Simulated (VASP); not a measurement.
A run of VASP 6.6.1:

POSCAR

```
NaSb2Au
1.0
    4.3573000000      0.0000000000      0.0000000000
   -2.1786500000      3.7735400000      0.0000000000
    0.0000000000      0.0000000000      6.8184700000
Na Sb Au
1 2 1
Direct
    0.0000000000      0.0000000000      0.5000000000
    0.6666700000      0.3333300000      0.8163200000
    0.3333300000      0.6666700000      0.1836800000
    0.0000000000      0.0000000000      0.0000000000
```

The input INCAR.step1:

```
PREC     = Accurate       # precision mode
ENCUT    = 520            # plane-wave cutoff, eV
EDIFF    = 1E-5           # SCF threshold, eV
ISMEAR   = -1             # smearing method
SIGMA    = 0.05           # smearing width, eV
LREAL    = False          # projectors in reciprocal space
LASPH    = True           # aspherical terms in the spheres
NELM     = 80             # most SCF steps
ALGO     = Normal         # electronic algorithm
ISIF     = 2              # what is computed and relaxed
LWAVE    = True           # write WAVECAR
LCHARG   = False          # write CHGCAR
NBANDS   = 22             # bands
GGA      = PE             # functional
```

The input INCAR.step2:

```
PREC     = Accurate       # precision mode
ENCUT    = 520            # plane-wave cutoff, eV
EDIFF    = 1E-6           # SCF threshold, eV
ISMEAR   = -1             # smearing method
SIGMA    = 0.05           # smearing width, eV
LREAL    = False          # projectors in reciprocal space
LASPH    = True           # aspherical terms in the spheres
NELM     = 80             # most SCF steps
ALGO     = Normal         # electronic algorithm
ISIF     = 2              # what is computed and relaxed
LWAVE    = False          # write WAVECAR
LCHARG   = False          # write CHGCAR
GGA      = PE             # functional
LHFCALC  = True           # exact exchange
HFSCREEN = 0.2            # screening, 1/A
AEXX     = 0.25           # exact-exchange fraction
PRECFOCK = Fast         
NBANDS   = 22             # bands
ISTART   = 1
```

KPOINTS

```
regular mesh
0
Gamma
  4 4 2
```

Potentials or basis: VASP PAW PBE potentials, release 64 (Na_pv, Sb, Au).

The run is started by

```bash
$ cat potpaw_PBE.64/Na_pv/POTCAR potpaw_PBE.64/Sb/POTCAR potpaw_PBE.64/Au/POTCAR > POTCAR
$ cp INCAR.step1 INCAR
$ mpirun -np 1 vasp_std > vasp.out
$ cp INCAR.step2 INCAR
$ mpirun -np 1 vasp_std > vasp.out
```

Hardware: 1 thread of Intel(R) Xeon(R) 6975P-C (Granite Rapids) (shared host).

Question: Estimate the wall time of this run.

Answer: Wall time 8.3 min on 1 thread of Intel(R) Xeon(R) 6975P-C (Granite Rapids) (shared host), peak memory 0.37 GiB. Counts: scf iterations 14, k points 14.
